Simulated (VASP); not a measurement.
A convergence study with VASP on LiF (rock salt): one setting is varied, all else stays as given below, so the limit is that of these other settings.

```yaml
crystal:
  lattice:
    - [0.00000, 2.01500, 2.01500]
    - [2.01500, 0.00000, 2.01500]
    - [2.01500, 2.01500, 0.00000]
  atoms:
    - { symbol: Li, position: [0.00000, 0.00000, 0.00000] }
    - { symbol: F, position: [0.50000, 0.50000, 0.50000] }
```

These are PBE GGA, VASP's PBE PAW potentials (set 64) (plane waves; VASP) values and carry that method's errors. The tightest run used: 700 eV cut-off, 21×21×21 Γ-centred mesh, Gaussian smearing of 0.050 eV, potentials Li_sv F.

The reference is 21×21×21 mesh, which took about 50 core-seconds. Costs are core time on shared hosts, one run each; read them as rough ratios.

Q: Of the settings 1×1×1 mesh; 2×2×2 mesh; 3×3×3 mesh; 4×4×4 mesh; 5×5×5 mesh; 6×6×6 mesh; 7×7×7 mesh; 8×8×8 mesh; 9×9×9 mesh; 10×10×10 mesh; 11×11×11 mesh; 12×12×12 mesh; 13×13×13 mesh; 14×14×14 mesh; 15×15×15 mesh; 16×16×16 mesh; 17×17×17 mesh; 18×18×18 mesh; 19×19×19 mesh; 20×20×20 mesh; 21×21×21 mesh, which is the lowest that keeps the difference from the reference in E (eV/atom) within 0.001 from there on, and what does it cost?

A: 4×4×4 mesh; its cost over the reference is about 1/10.
```csv
setting,difference in E (eV/atom),cost over the reference
1×1×1 mesh,3.3504,about 1/20
2×2×2 mesh,0.1640,about 1/20
3×3×3 mesh,0.0099,about 1/20
4×4×4 mesh,0.0008,about 1/10
5×5×5 mesh,0.0001,about 1/20
6×6×6 mesh,0.0000,about 1/9
7×7×7 mesh,0.0000,about 1/8
8×8×8 mesh,0.0000,about 1/7
9×9×9 mesh,0.0000,about 1/6
10×10×10 mesh,0.0000,about 1/6
11×11×11 mesh,0.0000,about 1/4
12×12×12 mesh,0.0000,about 1/3
13×13×13 mesh,0.0000,about 1/4
14×14×14 mesh,0.0000,about 1/3
15×15×15 mesh,0.0000,about 1/2
16×16×16 mesh,0.0000,about 1/3
17×17×17 mesh,0.0000,about 1/3
18×18×18 mesh,0.0000,within a factor of 2
19×19×19 mesh,0.0000,within a factor of 2
20×20×20 mesh,0.0000,within a factor of 2
21×21×21 mesh,0.0000,reference
```

Left out are rungs that failed or repeat a setting and relaxations that didn't move; long series are thinned to 24 rows.

The compound is LiF in the rock salt structure. The cell was not relaxed at this level.
